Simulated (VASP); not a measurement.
Elastic constants (GPa) of a crystal from PBE GGA, VASP's PBE PAW potentials (set 64) in VASP:

```tsv
	xx	yy	zz	yz	xz	xy
xx	21.3	4.3	4.3	0.0	0.0	0.0
yy	4.3	21.3	4.3	0.0	0.0	0.0
zz	4.3	4.3	21.3	0.0	0.0	0.0
yz	0.0	0.0	0.0	4.1	0.0	0.0
xz	0.0	0.0	0.0	0.0	4.1	0.0
xy	0.0	0.0	0.0	0.0	0.0	4.1
```

Q: Work out the Voigt, Reuss and Hill moduli, Young's modulus and Poisson's ratio.

A: All eigenvalues are positive (smallest 4.1 GPa), so the crystal is stable. K_V = (C11+C22+C33+2(C12+C13+C23))/9 = (63.9 + 2×12.9)/9 = 10.0 GPa; G_V = (63.9 − 12.9 + 3×12.3)/15 = 5.9 GPa. From the compliances, K_R = 10.0 GPa and G_R = 5.2 GPa. Hill: K = 10.0 GPa, G = 5.5 GPa, E = 9KG/(3K+G) = 14.0 GPa, ν = (3K−2G)/(2(3K+G)) = 0.266. K/G = 1.81, above Pugh's 1.75; universal anisotropy A^U = 0.67.

Q: With a density of 4.24 g/cm³, what are the mean sound speeds?

A: v_l = √((K+4G/3)/ρ) = 2.02 km/s and v_t = √(G/ρ) = 1.14 km/s. The crystal is CsI (CsCl type), cubic.

The compound is CsI in the CsCl type structure. It was relaxed first, which changed the volume by +7 %.
